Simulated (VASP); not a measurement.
Level of theory: TPSS meta-GGA, VASP's PBE PAW potentials (set 64) (plane waves; VASP).

VASP input:

File POSCAR:
```
AuAl2
1
    0.0000000000     3.0000000000     3.0000000000
    3.0000000000     0.0000000000     3.0000000000
    3.0000000000     3.0000000000     0.0000000000
Al Au
2 1
Direct
  0.2500000000   0.2500000000   0.2500000000
  0.7500000000   0.7500000000   0.7500000000
  0.0000000000   0.0000000000   0.0000000000
```

### KPOINTS
```
Automatic mesh
0
G
  8 8 8
```

**INCAR**
```
SYSTEM = AuAl2
PREC = Accurate; ENCUT = 400; LREAL = .FALSE.
LASPH = .TRUE.
EDIFF = 1E-6; NELM = 100; ALGO = Normal
LMAXMIX = 6; LMIXTAU = .TRUE.
ISMEAR = 1; SIGMA = 0.1
METAGGA = TPSS
ISIF = 2
LWAVE = .FALSE.; LCHARG = .FALSE.
```

POTCAR, in this order: Al Au (PBE.64 set). Program: vasp_std.

Output of the run:

### OSZICAR
```
       N       E                     dE             d eps       ncg     rms          rms(c)
DAV:   1     0.697300192254E+02    0.69730E+02   -0.65970E+03   764   0.111E+03
DAV:   2    -0.134317997076E+02   -0.83162E+02   -0.75352E+02   940   0.271E+02
DAV:   3    -0.172475121702E+02   -0.38157E+01   -0.36876E+01   920   0.612E+01
DAV:   4    -0.173564692602E+02   -0.10896E+00   -0.10875E+00  1032   0.122E+01
DAV:   5    -0.173600661052E+02   -0.35968E-02   -0.35963E-02   996   0.198E+00    0.931E+00
DAV:   6    -0.203139048408E+02   -0.29538E+01   -0.15523E+01   700   0.510E+01    0.395E+00
DAV:   7    -0.202537004912E+02    0.60204E-01   -0.98123E-01   844   0.101E+01    0.285E+00
DAV:   8    -0.202730052488E+02   -0.19305E-01   -0.54149E-01   712   0.862E+00    0.111E+00
DAV:   9    -0.203878207552E+02   -0.11482E+00   -0.94322E-02   732   0.323E+00    0.472E-01
DAV:  10    -0.203881591954E+02   -0.33844E-03   -0.79764E-03   832   0.967E-01    0.183E-01
DAV:  11    -0.203893294825E+02   -0.11703E-02   -0.32954E-03   704   0.531E-01    0.117E-01
DAV:  12    -0.203905500282E+02   -0.12205E-02   -0.27721E-03   720   0.546E-01    0.254E-02
DAV:  13    -0.203909836758E+02   -0.43365E-03   -0.34130E-04   736   0.219E-01    0.104E-02
DAV:  14    -0.203910005409E+02   -0.16865E-04   -0.54044E-05   772   0.747E-02    0.939E-03
DAV:  15    -0.203910245283E+02   -0.23987E-04   -0.18023E-05   716   0.580E-02    0.319E-03
DAV:  16    -0.203910266900E+02   -0.21617E-05   -0.75912E-07   580   0.118E-02    0.259E-03
DAV:  17    -0.203910270550E+02   -0.36500E-06   -0.10544E-06   480   0.120E-02
   1 F= -.20391027E+02 E0= -.20390741E+02  d E =-.858704E-03
```

### OUTCAR
```
------------------------ aborting loop because EDIFF is reached ----------------------------------------
  FORCE on cell =-STRESS in cart. coord.  units (eV):
  Direction    XX          YY          ZZ          XY          YZ          ZX
  --------------------------------------------------------------------------------------
  Total        0.5354470      0.5354470      0.5354470      0.0000000      0.0000000      0.0000000
  in kB       15.8866853     15.8866853     15.8866853      0.0000000      0.0000000      0.0000000
  external PRESSURE =      15.8866853 kB  Pullay stress =       0.0000000 kB
  volume of cell :       54.00
      direct lattice vectors                 reciprocal lattice vectors
     0.000000000  3.000000000  3.000000000    -0.166666667  0.166666667  0.166666667
     3.000000000  0.000000000  3.000000000     0.166666667 -0.166666667  0.166666667
     3.000000000  3.000000000  0.000000000     0.166666667  0.166666667 -0.166666667
 POSITION                                       TOTAL-FORCE (eV/Angst)
 -----------------------------------------------------------------------------------
      1.50000      1.50000      1.50000         0.000000      0.000000      0.000000
      4.50000      4.50000      4.50000        -0.000000     -0.000000     -0.000000
      0.00000      0.00000      0.00000         0.000000      0.000000      0.000000
 -----------------------------------------------------------------------------------
    total drift:                               -0.000000     -0.000000     -0.000000
  FREE ENERGIE OF THE ION-ELECTRON SYSTEM (eV)
  ---------------------------------------------------
  free  energy   TOTEN  =       -20.3910270550 eV

  energy  without entropy=      -20.3901683506  energy(sigma->0) =      -20.39074082
```
(Selected blocks of OUTCAR.)

**OUTCAR**
```
 val. band max:        7.7876140777   @ k =  -0.1250   0.1250   0.0000

 cond. band min:       7.8400293206   @ k =   0.3750   0.1250   0.0000


 Fermi energy:         7.7923044629

 k-point     1 :       0.0000    0.0000    0.0000
  band No.  band energies     occupation
      1      -2.8165      2.00000
      2       1.1248      2.00000
      3       1.1248      2.00000
      4       1.1248      2.00000
      5       2.0526      2.00000
      6       2.0526      2.00000
      7      10.1874      0.00000
      8      10.7398      0.00000
      9      10.7398      0.00000
     10      10.7398      0.00000
     11      11.7215      0.00000
     12      11.7215      0.00000

 k-point     2 :       0.1250    0.0000    0.0000
  band No.  band energies     occupation
      1      -2.6105      2.00000
      2       1.0615      2.00000
      3       1.1750      2.00000
      4       1.1750      2.00000
      5       2.0427      2.00000
      6       2.0427      2.00000
      7       8.3555     -0.00000
      8      10.0573      0.00000
      9      10.0573      0.00000
     10      10.3976      0.00000
     11      12.4411      0.00000
     12      12.4411      0.00000

 k-point     3 :       0.2500    0.0000    0.0000
  band No.  band energies     occupation
      1      -2.0220      2.00000
      2       0.9401      2.00000
      3       1.2795      2.00000
      4       1.2795      2.00000
      5       2.0511      2.00000
      6       2.0511      2.00000
      7       5.7556      2.00000
      8       9.1516     -0.00000
      9       9.1516     -0.00000
     10      10.6662      0.00000
     11      12.1344      0.00000
     12      12.1344      0.00000

 k-point     4 :       0.3750    0.0000    0.0000
  band No.  band energies     occupation
      1      -1.2085      2.00000
      2       0.9563      2.00000
      3       1.3453      2.00000
      4       1.3453      2.00000
      5       2.1248      2.00000
      6       2.1248      2.00000
...
```

Unless said otherwise, spin-orbit coupling is left out, though it shifts the bands of the heavy elements here.

The compound is AuAl2 in the fluorite structure. The cell was not relaxed at this level. The run is one of a series of settings (GGA removed, LMIXTAU = .TRUE., METAGGA = TPSS against the base run), some of them coarse on purpose. The electron count is odd and the run is not spin-polarised, which forces a metal.
